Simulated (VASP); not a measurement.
```
Ca
1.0
    0.00000     2.74591     2.74591
    2.74591     0.00000     2.74591
    2.74591     2.74591     0.00000
Ca
1
Direct
  0.00000   0.00000   0.00000
```

The numbers are results of PBE GGA with D3 dispersion (zero damping), VASP's PBE PAW potentials (set 64) (plane waves; VASP), not measurements. Run with 520 eV cut-off, 13×13×13 Γ-centred mesh, tetrahedra with Blöchl corrections, potentials Ca_sv.

Problem. Tabulate the total density of states (states/eV per cell) against energy (eV; zero at the valence-band maximum or, without a gap, the Fermi level).

Solution. 
```
E (eV)  DOS (states/eV)
------  ---------------
-9.92              0.00
-9.71              0.00
-9.61              0.00
-9.40              0.00
-9.20              0.00
-9.09              0.00
-8.89              0.00
-8.78              0.00
-8.58              0.00
-8.37              0.00
-8.27              0.00
-8.06              0.00
-7.85              0.00
-7.75              0.00
-7.54              0.00
-7.44              0.00
-7.23              0.00
-7.03              0.00
-6.92              0.00
-6.72              0.00
-6.51              0.00
-6.41              0.00
-6.20              0.00
-5.99              0.00
-5.89              0.00
-5.68              0.00
-5.58              0.00
-5.37              0.00
-5.17              0.00
-5.06              0.00
-4.86              0.00
-4.65              0.00
-4.55              0.00
-4.34              0.00
-4.13              0.00
-4.03              0.02
-3.82              0.10
-3.72              0.13
-3.51              0.17
-3.31              0.21
-3.20              0.22
-3.00              0.26
-2.79              0.29
-2.69              0.31
-2.48              0.34
-2.38              0.36
-2.17              0.40
-1.97              0.44
-1.86              0.46
-1.66              0.51
-1.45              0.57
-1.34              0.60
-1.14              0.70
-0.93              0.83
-0.83              0.81
-0.62              0.82
-0.52              0.90
-0.31              0.92
-0.10              1.11
0.00               1.33
0.20               0.97
0.41               1.43
0.52               2.22
0.72               1.93
0.93               2.65
1.03               2.42
1.24               1.84
1.34               1.72
1.55               1.49
1.75               1.36
1.86               1.29
2.06               1.21
2.27               1.15
2.37               1.78
2.58               2.42
2.68               2.52
2.89               2.97
3.10               2.11
3.20               1.96
3.41               1.55
```
Within 2 eV below the Fermi level the largest weight inside VASP's projection spheres is Ca d, then Ca s.

The compound is Ca in the fcc structure. It was relaxed first.
